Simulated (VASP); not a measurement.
Level of theory: PBE GGA, VASP's PBE PAW potentials (set 64) (plane waves; VASP).

Input for VASP

**POSCAR**
```
B31N33
1
    7.2488848259     0.0000000000     0.0000000000
    0.0000000000     7.2488848259     0.0000000000
   -0.0000000000    -0.0000000000     7.2488848259
B N
31 33
Direct
  0.5000000000   0.0000000000   0.0000000000
  0.7500000000   0.2500000000   0.0000000000
  0.7500000000   0.0000000000   0.2500000000
  0.0000000000   0.0000000000   0.0000000000
  0.2500000000   0.2500000000   0.0000000000
  0.5000000000   0.5000000000   0.0000000000
  0.7500000000   0.7500000000   0.0000000000
  0.2500000000   0.0000000000   0.2500000000
  0.4932010000   0.2554560000   0.2479830000
  0.7492730000   0.5056490000   0.2519680000
  0.5000000000   0.0000000000   0.5000000000
  0.7503720000   0.2464720000   0.4934780000
  0.7500000000   0.0000000000   0.7500000000
  0.0000000000   0.5000000000   0.0000000000
  0.2500000000   0.7500000000   0.0000000000
  0.0000000000   0.2500000000   0.2500000000
  0.2434570000   0.5064320000   0.2561950000
  0.5042130000   0.7484360000   0.2529230000
  0.0000000000   0.0000000000   0.5000000000
  0.2495450000   0.2448800000   0.5005840000
  0.7523070000   0.7452940000   0.5036520000
  0.2500000000   0.0000000000   0.7500000000
  0.5018830000   0.2464450000   0.7538400000
  0.7564690000   0.5037640000   0.7477420000
  0.0000000000   0.7500000000   0.2500000000
  0.0000000000   0.5000000000   0.5000000000
  0.2560180000   0.7447500000   0.4999010000
  0.0000000000   0.2500000000   0.7500000000
  0.2474630000   0.5018240000   0.7460420000
  0.4986080000   0.7533530000   0.7478440000
  0.0000000000   0.7500000000   0.7500000000
  0.6250000000   0.1250000000   0.1250000000
  0.8750000000   0.3750000000   0.1250000000
  0.8750000000   0.1250000000   0.3750000000
  0.1250000000   0.1250000000   0.1250000000
  0.3778830000   0.3812710000   0.1264100000
  0.6222010000   0.6256170000   0.1314050000
  0.8750000000   0.8750000000   0.1250000000
  0.3723030000   0.1200050000   0.3815710000
  0.6309060000   0.3736240000   0.3745640000
  0.8714010000   0.6274390000   0.3740210000
  0.6294520000   0.1269080000   0.6318760000
  0.8776370000   0.3721840000   0.6287340000
  0.8750000000   0.1250000000   0.8750000000
  0.1250000000   0.6250000000   0.1250000000
  0.3750000000   0.8750000000   0.1250000000
  0.1213010000   0.3790650000   0.3726570000
  0.3802110000   0.6277880000   0.3705000000
  0.6220880000   0.8694140000   0.3773120000
  0.1250000000   0.1250000000   0.6250000000
  0.3705920000   0.3737590000   0.6271120000
  0.4942620000   0.5012110000   0.5031400000
  0.6187480000   0.6244160000   0.6196630000
  0.8750000000   0.8750000000   0.6250000000
  0.3750000000   0.1250000000   0.8750000000
  0.6190640000   0.3786920000   0.8741080000
  0.8750000000   0.6250000000   0.8750000000
  0.1250000000   0.8750000000   0.3750000000
  0.1306510000   0.6187390000   0.6258690000
  0.3781730000   0.8804010000   0.6181950000
  0.1250000000   0.3750000000   0.8750000000
  0.3752260000   0.6266540000   0.8711390000
  0.6250000000   0.8750000000   0.8750000000
  0.1250000000   0.8750000000   0.8750000000
```

INCAR:
```
LWAVE  =  .FALSE.
LREAL  =  Auto   ! projection in real space or not
NELM  =  100   ! most electronic steps
NELMIN  =  4
EDIFFG  =  -0.03
ISYM  =  0
PREC  =  Normal
ISIF  =  2
ALGO  =  Fast   ! Davidson, then RMM-DIIS
GGA  =  PE   ! PBE
SYSTEM  =  B31N33
IBRION  =  2
SIGMA  =  0.05
LCHARG  =  .FALSE.
ISMEAR  =  0   ! Gaussian
ENCUT  =  400
NELECT  =  260.0
EDIFF  =  1E-5
LASPH  =  .TRUE.   ! aspherical one-centre terms
NSW  =  60
```

**KPOINTS**
```
Automatic mesh
0
Gamma
1 1 1
0 0 0
```

POTCAR, in this order: B N (PBE.64 set). Program: vasp_gam.

What VASP printed:

**OSZICAR**
```
...
RMM:   7    -0.527243725576E+03   -0.40141E-05   -0.61264E-05   257   0.157E-02
   7 F= -.52724373E+03 E0= -.52724373E+03  d E =-.319094E+00
       N       E                     dE             d eps       ncg     rms          rms(c)
DAV:   1    -0.527298213620E+03   -0.54492E-01   -0.35315E+01   372   0.146E+01    0.142E+00
RMM:   2    -0.527330292820E+03   -0.32079E-01   -0.52008E-01   326   0.183E+00    0.721E-01
RMM:   3    -0.527331887456E+03   -0.15946E-02   -0.88966E-02   328   0.664E-01    0.414E-01
RMM:   4    -0.527332021569E+03   -0.13411E-03   -0.14781E-02   331   0.257E-01    0.165E-01
RMM:   5    -0.527332166087E+03   -0.14452E-03   -0.18954E-03   331   0.982E-02    0.510E-02
RMM:   6    -0.527332197179E+03   -0.31092E-04   -0.39681E-04   339   0.406E-02    0.179E-02
RMM:   7    -0.527332200631E+03   -0.34515E-05   -0.53065E-05   249   0.157E-02
   8 F= -.52733220E+03 E0= -.52733220E+03  d E =-.884751E-01
       N       E                     dE             d eps       ncg     rms          rms(c)
DAV:   1    -0.527335454765E+03   -0.32576E-02   -0.10946E+00   372   0.257E+00    0.235E-01
RMM:   2    -0.527336353910E+03   -0.89915E-03   -0.15100E-02   326   0.314E-01    0.127E-01
RMM:   3    -0.527336386025E+03   -0.32115E-04   -0.26942E-03   328   0.116E-01    0.575E-02
RMM:   4    -0.527336402006E+03   -0.15982E-04   -0.41858E-04   330   0.437E-02    0.226E-02
RMM:   5    -0.527336406683E+03   -0.46764E-05   -0.70460E-05   243   0.167E-02
   9 F= -.52733641E+03 E0= -.52733641E+03  d E =-.926811E-01
       N       E                     dE             d eps       ncg     rms          rms(c)
DAV:   1    -0.527353412104E+03   -0.17010E-01   -0.78726E+00   332   0.708E+00    0.691E-01
RMM:   2    -0.527359832607E+03   -0.64205E-02   -0.11668E-01   326   0.873E-01    0.335E-01
RMM:   3    -0.527360379158E+03   -0.54655E-03   -0.20238E-02   330   0.324E-01    0.185E-01
RMM:   4    -0.527360490180E+03   -0.11102E-03   -0.36801E-03   330   0.127E-01    0.775E-02
RMM:   5    -0.527360521028E+03   -0.30848E-04   -0.45275E-04   333   0.498E-02    0.315E-02
RMM:   6    -0.527360526894E+03   -0.58654E-05   -0.10448E-04   278   0.211E-02    0.842E-03
RMM:   7    -0.527360527871E+03   -0.97694E-06   -0.15625E-05   209   0.805E-03
  10 F= -.52736053E+03 E0= -.52736053E+03  d E =-.241212E-01
       N       E                     dE             d eps       ncg     rms          rms(c)
DAV:   1    -0.527360755764E+03   -0.22887E-03   -0.80203E-02   380   0.715E-01    0.672E-02
RMM:   2    -0.527360818021E+03   -0.62257E-04   -0.11602E-03   326   0.871E-02    0.338E-02
RMM:   3    -0.527360823246E+03   -0.52245E-05   -0.20516E-04   330   0.324E-02    0.175E-02
RMM:   4    -0.527360824372E+03   -0.11265E-05   -0.36187E-05   224   0.126E-02
  11 F= -.52736082E+03 E0= -.52736082E+03  d E =-.244177E-01
       N       E                     dE             d eps       ncg     rms          rms(c)
DAV:   1    -0.527366708400E+03   -0.58852E-02   -0.27901E+00   340   0.448E+00    0.388E-01
RMM:   2    -0.527369241649E+03   -0.25332E-02   -0.42340E-02   326   0.550E-01    0.189E-01
RMM:   3    -0.527369512787E+03   -0.27114E-03   -0.73008E-03   332   0.198E-01    0.106E-01
RMM:   4    -0.527369517950E+03   -0.51622E-05   -0.11183E-03   329   0.756E-02    0.391E-02
RMM:   5    -0.527369529996E+03   -0.12046E-04   -0.16467E-04   322   0.302E-02    0.166E-02
RMM:   6    -0.527369531990E+03   -0.19948E-05   -0.40295E-05   236   0.131E-02
  12 F= -.52736953E+03 E0= -.52736953E+03  d E =-.870762E-02
       N       E                     dE             d eps       ncg     rms          rms(c)
DAV:   1    -0.527369617890E+03   -0.87895E-04   -0.32868E-02   388   0.487E-01    0.420E-02
RMM:   2    -0.527369646200E+03   -0.28309E-04   -0.49515E-04   326   0.593E-02    0.207E-02
RMM:   3    -0.527369648858E+03   -0.26578E-05   -0.83411E-05   271   0.214E-02    0.115E-02
RMM:   4    -0.527369648646E+03    0.21166E-06   -0.11373E-05   199   0.795E-03
  13 F= -.52736965E+03 E0= -.52736965E+03  d E =-.882427E-02
       N       E                     dE             d eps       ncg     rms          rms(c)
DAV:   1    -0.527371164897E+03   -0.15160E-02   -0.60518E-01   332   0.217E+00    0.173E-01
RMM:   2    -0.527371642711E+03   -0.47781E-03   -0.97875E-03   326   0.271E-01    0.860E-02
RMM:   3    -0.527371640772E+03    0.19395E-05   -0.15521E-03   330   0.986E-02    0.460E-02
RMM:   4    -0.527371641814E+03   -0.10425E-05   -0.29872E-04   331   0.390E-02    0.172E-02
RMM:   5    -0.527371643805E+03   -0.19912E-05   -0.35483E-05   234   0.150E-02
  14 F= -.52737164E+03 E0= -.52737164E+03  d E =-.199516E-02
       N       E                     dE             d eps       ncg     rms          rms(c)
DAV:   1    -0.527371721324E+03   -0.79510E-04   -0.19738E-02   380   0.392E-01    0.311E-02
RMM:   2    -0.527371735666E+03   -0.14341E-04   -0.30879E-04   326   0.482E-02    0.154E-02
RMM:   3    -0.527371735059E+03    0.60655E-06   -0.47064E-05   251   0.173E-02    0.819E-03
RMM:   4    -0.527371734854E+03    0.20540E-06   -0.76547E-06   196   0.655E-03
  15 F= -.52737173E+03 E0= -.52737173E+03  d E =-.208621E-02
       N       E                     dE             d eps       ncg     rms          rms(c)
DAV:   1    -0.527372052929E+03   -0.31787E-03   -0.90926E-02   348   0.850E-01    0.685E-02
RMM:   2    -0.527372122268E+03   -0.69338E-04   -0.15205E-03   326   0.108E-01    0.329E-02
RMM:   3    -0.527372121160E+03    0.11074E-05   -0.23157E-04   330   0.388E-02    0.189E-02
RMM:   4    -0.527372120607E+03    0.55365E-06   -0.46694E-05   246   0.154E-02
  16 F= -.52737212E+03 E0= -.52737212E+03  d E =-.385753E-03
       N       E                     dE             d eps       ncg     rms          rms(c)
DAV:   1    -0.527372128723E+03   -0.75629E-05   -0.17159E-03   380   0.117E-01    0.977E-03
RMM:   2    -0.527372129632E+03   -0.90908E-06   -0.28460E-05   219   0.146E-02    0.418E-03
RMM:   3    -0.527372129426E+03    0.20654E-06   -0.38418E-06   187   0.518E-03    0.210E-03
RMM:   4    -0.527372129372E+03    0.54155E-07   -0.61125E-07   122   0.209E-03
  17 F= -.52737213E+03 E0= -.52737213E+03  d E =-.394518E-03
       N       E                     dE             d eps       ncg     rms          rms(c)
DAV:   1    -0.527372325032E+03   -0.19561E-03   -0.46237E-02   340   0.598E-01    0.524E-02
RMM:   2    -0.527372343486E+03   -0.18454E-04   -0.71136E-04   326   0.714E-02    0.222E-02
RMM:   3    -0.527372344543E+03   -0.10566E-05   -0.97492E-05   300   0.255E-02    0.135E-02
RMM:   4    -0.527372343235E+03    0.13073E-05   -0.22703E-05   214   0.108E-02
  18 F= -.52737234E+03 E0= -.52737234E+03  d E =-.213864E-03
       N       E                     dE             d eps       ncg     rms          rms(c)
DAV:   1    -0.527372360183E+03   -0.15640E-04   -0.64443E-03   372   0.223E-01    0.201E-02
RMM:   2    -0.527372363572E+03   -0.33889E-05   -0.10341E-04   320   0.274E-02    0.881E-03
RMM:   3    -0.527372363949E+03   -0.37717E-06   -0.14119E-05   201   0.968E-03    0.560E-03
RMM:   4    -0.527372363824E+03    0.12491E-06   -0.30660E-06   193   0.383E-03
  19 F= -.52737236E+03 E0= -.52737236E+03  d E =-.234452E-03
       N       E                     dE             d eps       ncg     rms          rms(c)
DAV:   1    -0.527372515675E+03   -0.15173E-03   -0.50215E-02   332   0.602E-01    0.638E-02
RMM:   2    -0.527372518241E+03   -0.25663E-05   -0.86522E-04   326   0.750E-02    0.241E-02
RMM:   3    -0.527372520395E+03   -0.21533E-05   -0.10542E-04   300   0.267E-02    0.150E-02
RMM:   4    -0.527372518948E+03    0.14468E-05   -0.25431E-05   212   0.111E-02
  20 F= -.52737252E+03 E0= -.52737252E+03  d E =-.155124E-03
```

### OUTCAR
```
------------------------ aborting loop because EDIFF is reached ----------------------------------------
  FORCE on cell =-STRESS in cart. coord.  units (eV):
  Direction    XX          YY          ZZ          XY          YZ          ZX
  --------------------------------------------------------------------------------------
  Total       27.5543462     31.4115124     27.8683443     -0.2024321     -0.1016552     -3.9188111
  in kB      115.9009764    132.1252529    117.2217365     -0.8514836     -0.4275892    -16.4835712
  external PRESSURE =     121.7493219 kB  Pullay stress =       0.0000000 kB
  volume of cell :      380.90
      direct lattice vectors                 reciprocal lattice vectors
     7.248884826  0.000000000  0.000000000     0.137952254  0.000000000  0.000000000
     0.000000000  7.248884826  0.000000000     0.000000000  0.137952254  0.000000000
     0.000000000  0.000000000  7.248884826     0.000000000  0.000000000  0.137952254
  FREE ENERGIE OF THE ION-ELECTRON SYSTEM (eV)
  ---------------------------------------------------
  free  energy   TOTEN  =      -527.3725189478 eV

  energy  without entropy=     -527.3725189478  energy(sigma->0) =     -527.37251895

 reached required accuracy - stopping structural energy minimisation
```
(Selected blocks of OUTCAR.)

File CONTCAR:
```
B31N33
   1.00000000000000
     7.2488848259000003    0.0000000000000000    0.0000000000000000
     0.0000000000000000    7.2488848259000003    0.0000000000000000
     0.0000000000000000    0.0000000000000000    7.2488848259000003
  B               N
    31    33
Direct
     0.5008219557057820    0.9999356881863876    0.0006324133307584
     0.7506587492957415    0.2494176819422844    0.9992250099202694
     0.7511421708312402    0.0000748295909207    0.2489374986530663
     0.0004944459839755    0.9993923240141758    0.9995704607862385
     0.2506657736779049    0.2496156545023583    0.0009829546104069
     0.5004011079582218    0.5000136974938694    0.0006556349100230
     0.7502624129751729    0.7492552038282033    0.0001840715105727
     0.2508377691019919    0.0005257747454158    0.2500536845807138
     0.5066089057868169    0.2515911523217769    0.2518519520817696
     0.7485837991584267    0.4933967617495091    0.2514830415852666
     0.5002237034515485    0.0015062729917119    0.4998954692328286
     0.7482943129540174    0.2515381110384084    0.4934897183890486
     0.7500458303556652    0.0004416947352797    0.7492294864049035
     0.9998298247833958    0.4987951224597164    0.0001601743070875
     0.2510588573284559    0.7489215638165810    0.9998653990433788
     0.0009640719788103    0.2494719080803174    0.2495109922425470
     0.2520726000255402    0.5019140249955321    0.2485066395739376
     0.4992956351976895    0.7507895910716522    0.2467997886467012
     0.9994234881478072    0.9998848557733195    0.4992378847454078
     0.2506536483802312    0.2467432064846816    0.5033235300581959
     0.7530449439298006    0.7505927339056870    0.5006449356698939
     0.2501907292016354    0.0001161730498301    0.7498673151432410
     0.4968959229634104    0.2465787371248715    0.7496695026878680
     0.7515275654130575    0.5016317268157031    0.7481149272671392
     0.9998227414014087    0.7492539980211278    0.2497997427715831
     0.9995253996619311    0.4999886246970317    0.4996838281401380
     0.2510917781408089    0.7502878670586556    0.4986385799695517
     0.9991246193562868    0.2495967812264745    0.7494350963512166
     0.2516929340467720    0.4962564702826708    0.7485245330422410
     0.5012373290605724    0.7503581340371410    0.7491855893504276
     0.0002095010193988    0.7488020026986681    0.7488778101389906
     0.6259865795317986    0.1216077113338787    0.1212656304182692
     0.8786420440278243    0.3742720326610840    0.1215007787792431
     0.8788418228352687    0.1216083172644337    0.3741220990383420
     0.1256617146442738    0.1243822870534754    0.1247875970133834
     0.3762636582065170    0.3750048464084596    0.1251176997994459
     0.6256474184260253    0.6242970969185789    0.1244945286106098
     0.8757960309892153    0.8742323841580874    0.1242496452596667
     0.3759111303122794    0.1244811922004171    0.3748335105978698
     0.6425514362417127    0.3575490907108481    0.3575526168711368
     0.8754884572166618    0.6242504758378915    0.3744544761742492
     0.6253223781939993    0.1244163771900273    0.6242207732768909
     0.8749589958993698    0.3749573310694062    0.6238433174449639
     0.8753027844345460    0.1243439665116329    0.8744244448532282
     0.1236407407271233    0.6247443325653784    0.1231918738140803
     0.3753665429973208    0.8770733892937899    0.1226058715854263
     0.1266465501672441    0.3751409479879603    0.3752026721768201
     0.3616359437537380    0.6438304484328680    0.3563429920349356
     0.6258668948531068    0.8751576474069495    0.3741864527901242
     0.1210784738543838    0.1212672224609985    0.6250315881598250
     0.3548347680879121    0.3481451856376900    0.6456838553552423
     0.4644694023652545    0.5432398839352007    0.5363162320320863
     0.6428875444516767    0.6431996666565549    0.6382306677335472
     0.8772783783169767    0.8767945069002729    0.6246730592605775
     0.3750582427164162    0.1212216714015946    0.8790809546911588
     0.6249738432889436    0.3750269216242839    0.8736124031327854
     0.8767467711469904    0.6247128928922108    0.8762328462548977
     0.1229148546633085    0.8770062183765497    0.3748797090733167
     0.1244444033062566    0.6241554064923381    0.6241196438141413
     0.3752528954278339    0.8772957132773368    0.6248348959681654
     0.1223014636147404    0.3747439490324260    0.8777665952061365
     0.3759026247054055    0.6242150152171628    0.8758051865286085
     0.6251949749985266    0.8769416918283151    0.8770794477394875
     0.1253357083238257    0.8739378105219154    0.8746462693659366
```

At this cut-off the stress carries a Pulay error, which pulls relaxed volumes low. The cell is charged, with a uniform compensating background. The supercell is sampled at Γ alone, which is coarse: total energies, pressure and levels can be off, energies of defects by several tenths of an eV.

The cell is a supercell with a defect, built from BN (zinc blende): N_B, charge -2. The run is not spin-polarised, so no state with unpaired spins was tried.
